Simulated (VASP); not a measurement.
An input for Ansatz (written as the equivalent of a VASP run, and not itself run):

Ansatz 0.2 input:
```yaml
crystal:
  lattice:
    - [4.0768719, 0.0000000, 0.0000000]
    - [-2.0384359, 3.5306746, 0.0000000]
    - [0.0000000, 0.0000000, 6.8235155]
  atoms:
    - { symbol: Sn, position: [0.3333330, 0.6666670, 0.6615538] }
    - { symbol: Sn, position: [0.6666670, 0.3333330, 0.3384462] }
    - { symbol: P, position: [1.0000000, 0.0000000, 0.8400125] }
    - { symbol: P, position: [1.0000000, 1.0000000, 0.1599875] }
kpoints:
  mp_grid: { grid: [8, 8, 4] }
hamiltonian:
  xc: pbesol
  pseudopotentials: { kind: paw }
scf:
  occupations: { method: methfessel_paxton, width: 0.1 }
  max_iter: 100
relax:
  max_steps: 60
  f_tol: 0.02
  cell: {}
output: { forces: true, stress: true, eigenvalues: true }
```

**Question.** Write the VASP files for the same calculation (PBEsol).

**Answer.** This is not unique; one that fits is 
KPOINTS:
```
Automatic
0
gamma
  8 8 4
0 0 0
```

INCAR:
```
ALGO  =  Normal
EDIFF  =  1E-6
EDIFFG  =  -0.02
ENCUT  =  400
GGA  =  PS
IBRION  =  2
ISIF  =  3
ISMEAR  =  1
LASPH  =  T
LCHARG  =  F
LMAXMIX  =  4
LREAL  =  F
LWAVE  =  F
NELM  =  100
NSW  =  60
PREC  =  Accurate
SIGMA  =  0.1
SYSTEM  =  SnP
```

POSCAR:
```
SnP
1
    4.0768718931     0.0000000000     0.0000000000
   -2.0384359466     3.5306746271     0.0000000000
   -0.0000000000     0.0000000000     6.8235155121
Sn P
2 2
Direct
  0.3333330000   0.6666670000   0.6615537853
  0.6666670000   0.3333330000   0.3384462147
  1.0000000000   0.0000000000   0.8400124584
  1.0000000000   1.0000000000   0.1599875416
```

POTCAR, in this order: Sn_d P (PBE.64 set). Program: vasp_std.

What does not carry over: each code has its own PAW files, so the cut-off isn't converted (ENCUT is set for VASP's; basis.ecutwfc is left out, and Ansatz then takes the one that its files recommend); Ansatz stops its SCF on the density residual and VASP on the energy change (EDIFF).

The structure comes from a computed database's SnP entry (P-3m1); how it stands against other phases isn't given here. This run relaxes it. Symmetry was kept, so distortions that lower it aren't found. The start is the result of an earlier pass.
